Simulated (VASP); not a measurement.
Consider the following.

```xyz
3
Lattice="1.6167 -2.8002 0.0000 1.6167 2.8002 0.0000 0.0000 0.0000 3.6006" Properties=species:S:1:pos:R:3 pbc="T T T"
Zr     0.0000     0.0000     0.0000
B      1.6167     0.9334     1.8003
B      1.6167    -0.9334     1.8003
```

Computed with PBE GGA, VASP's PBE PAW potentials (set 64) (plane waves; VASP). Numerical set-up: 520 eV cut-off, 10×10×8 Γ-centred mesh, first-order Methfessel-Paxton smearing of 0.10 eV, potentials Zr_sv B.

Task: What does the run give for the energy per atom (σ→0), pressure, band gap (on the k-mesh) with the smallest direct gap where there is one?

Result: 
| Property | Result |
|---|---|
| band gap (on the k-mesh) | none (metal, semimetal or under 0.01 eV) |
| energy per atom (σ→0) | -8.303 eV/atom |
| pressure | -11.76 GPa |

Only differences to runs with the same potentials and settings are physical.

The compound is ZrB2 in the AlB2 type structure. The cell was not relaxed at this level.
